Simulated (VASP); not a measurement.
Here is the system:

```
CELL_PARAMETERS angstrom
      1.95748    -3.39045     0.00000
      1.95748     3.39045     0.00000
      0.00000     0.00000     5.07547
ATOMIC_POSITIONS crystal
  Ni 0.00000 0.00000 0.50000
  Ni 0.00000 0.00000 0.00000
  Sb 0.33333 0.66667 0.25000
  Sb 0.66667 0.33333 0.75000
```

These are PBEsol GGA, VASP's PBE PAW potentials (set 64) (plane waves; VASP 6.6.1) values and carry that method's errors. Run with 400 eV cut-off, 8×8×6 Γ-centred mesh, first-order Methfessel-Paxton smearing of 0.10 eV, potentials Ni Sb.

Unless said otherwise, spin-orbit coupling is left out, though it shifts the bands of the heavy elements here.

Task: Estimate the energy per atom (σ→0), band gap (on the k-mesh) with the smallest direct gap where there is one.

Result: 
The band gap (on the k-mesh) is none (metal, semimetal or under 0.01 eV) and the energy per atom (σ→0) is -5.670 eV/atom.

The compound is NiSb in the NiAs type structure. It was relaxed first. The start is the result of an earlier pass. The run is not spin-polarised, so no magnetic state was tried.
